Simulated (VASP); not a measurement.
**Al3BiO3: relaxation of cell and atoms with PBE**

Crystal: Al3BiO3.

```
CELL_PARAMETERS angstrom
3.04802 0.00000 0.00000
-1.52401 2.63966 0.00000
0.00000 0.00000 13.88442
ATOMIC_POSITIONS crystal
Al 0.33333 0.66667 0.62035
Al 0.00000 0.00000 0.40764
Al 0.33333 0.66667 0.13005
Bi 0.00000 0.00000 0.93549
O 0.33333 0.66667 0.49513
O 0.00000 0.00000 0.65836
O 0.66667 0.33333 0.35801
```

The cell was built by a generator and needn't be a form met in nature.

```yaml
Program: VASP 6.6.1
Task: relaxation of cell and atoms
Functional: PBE
Potentials_or_basis: VASP PAW PBE potentials, release 64 (Al, Bi_d, O)
Cutoff: 520 eV
k_mesh: 12 × 12 × 4
Occupations: gaussian, width 0.1 eV
Spin: no spin polarisation
Further_INCAR_settings: ALGO = Normal; EDIFF = 1e-07; IBRION = 2; POTIM = 0.3; EDIFFG = -0.005; NSW = 60; ISIF = 3
```

The relaxed volume is 16.36 Å³/atom and the relaxed cell is a = 3.048 Å, b = 3.048 Å, c = 14.237 Å, α = 90.00°, β = 90.00°, γ = 120.00°. The space group after relaxing (to 0.05 Å) is P3m1 (No. 156). The energy gained by relaxing is 0.8 meV/atom. The ionic steps are 48 and the pressure after relaxing is 0.0 GPa. The largest force after relaxing is 0.004 eV/Å and the band gap on the k mesh is none (metal or under the smearing width).

Forces on the atoms (eV/Å):
```
Al   0.000  0.000 -0.002
Al   0.000  0.000  0.004
Al   0.000  0.000  0.002
Bi   0.000  0.000  0.000
O    0.000  0.000 -0.003
O    0.000  0.000 -0.004
O    0.000  0.000  0.003
```

The path:
| step | energy change (eV) | largest force (eV/Å) | pressure (GPa) | volume (Å³) |
| --- | --- | --- | --- | --- |
| 1 | 0.0000 | 0.0104 | 0.26 | 111.71 |
| 3 | -0.0006 | 0.1025 | -0.12 | 112.20 |
| 5 | -0.0012 | 0.0835 | -0.12 | 112.45 |
| 7 | -0.0022 | 0.0522 | 0.22 | 112.49 |
| 9 | -0.0037 | 0.0393 | 0.08 | 113.06 |
| 11 | -0.0039 | 0.0860 | -0.01 | 113.44 |
| 13 | -0.0046 | 0.0536 | -0.02 | 114.12 |
| 15 | -0.0050 | 0.0884 | 0.05 | 114.50 |
| 17 | -0.0051 | 0.0262 | 0.01 | 114.66 |
| 19 | -0.0052 | 0.0145 | -0.03 | 114.67 |
| 21 | -0.0052 | 0.0179 | 0.02 | 114.62 |
| 23 | -0.0052 | 0.0205 | 0.02 | 114.60 |
| 25 | -0.0052 | 0.0111 | 0.00 | 114.61 |
| 27 | -0.0052 | 0.0118 | -0.01 | 114.61 |
| 29 | -0.0052 | 0.0173 | 0.03 | 114.55 |
| 31 | -0.0053 | 0.0145 | 0.03 | 114.54 |
| 33 | -0.0053 | 0.0220 | 0.05 | 114.50 |
| 35 | -0.0053 | 0.0159 | 0.01 | 114.53 |
| 37 | -0.0054 | 0.0139 | -0.04 | 114.55 |
| 39 | -0.0054 | 0.0083 | 0.01 | 114.47 |
| 41 | -0.0054 | 0.0059 | 0.00 | 114.47 |
| 43 | -0.0054 | 0.0056 | 0.00 | 114.49 |
| 45 | -0.0054 | 0.0080 | 0.01 | 114.49 |
| 47 | -0.0055 | 0.0057 | 0.01 | 114.52 |
| 48 | -0.0055 | 0.0042 | 0.01 | 114.53 |

Final structure:
```
Al Bi O
1.0
     3.04775    0.00000    0.00000
    -1.52388    2.63943    0.00000
     0.00000    0.00000   14.23697
Al Bi O
3 1 3
Direct
  0.33333 0.66667 0.61653
  0.00000 0.00000 0.40863
  0.33333 0.66667 0.13028
  0.00000 0.00000 0.94029
  0.33333 0.66667 0.49454
  0.00000 0.00000 0.65419
  0.66667 0.33333 0.36057
```

Levels at points of the mesh, in eV from the Fermi level:
```csv
k point,band 19,band 20,band 21,band 22,band 23,band 24
"(0.00, 0.00, 0.00)",-3.53,-3.39,-0.18,0.94,3.20,4.23
"(0.50, 0.00, 0.00)",-3.19,-2.79,-2.06,0.71,1.97,2.84
"(0.00, 0.00, 0.50)",-3.53,-3.17,-0.44,1.33,2.76,4.71
"(0.50, 0.00, 0.50)",-3.21,-2.78,-2.06,0.71,1.96,2.82
```

Run time: 22 min on 4 MPI ranks on Intel(R) Xeon(R) Platinum 8259CL CPU @ 2.50GHz (Skylake/Cascade Lake), on a shared host, peak memory 0.37 GiB a rank.

Caveat: spin-orbit coupling is left out, which moves the levels of the heavy elements.
